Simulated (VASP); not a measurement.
Given:

```
TiC
1.0
    0.00000     2.20388     2.20388
    2.20388     0.00000     2.20388
    2.20388     2.20388     0.00000
Ti C
1 1
Cartesian
  0.00000   0.00000   0.00000
  2.20388   2.20388   2.20388
```

All values below come from vdW-DF2, VASP's PBE PAW potentials (set 64) (plane waves; VASP). Settings: 520 eV cut-off, 14×14×14 Γ-centred mesh, first-order Methfessel-Paxton smearing of 0.10 eV, potentials Ti_sv C.

### Question
Give the energy at these volumes per atom, relative to the lowest: 10.05, 10.37, 10.69, 11.01, 11.33 Å³.

### Answer
30.6, 7.5, 0.0, 5.9, 23.2 meV/atom. A third-order Birch-Murnaghan fit gives B0 = 221 GPa and B0′ = 4.1.

Measured: a 4.330 Å (computed value off by +1.8 %), as given by Guo-Xu Zhang et al., New Journal of Physics (2018), doi:10.1088/1367-2630/aac7f0. The calculation is for a static lattice, while the measured a holds thermal and zero-point effects, which are part of the difference.

The compound is TiC in the rock salt structure. It was relaxed first, which changed the volume by +5 %.
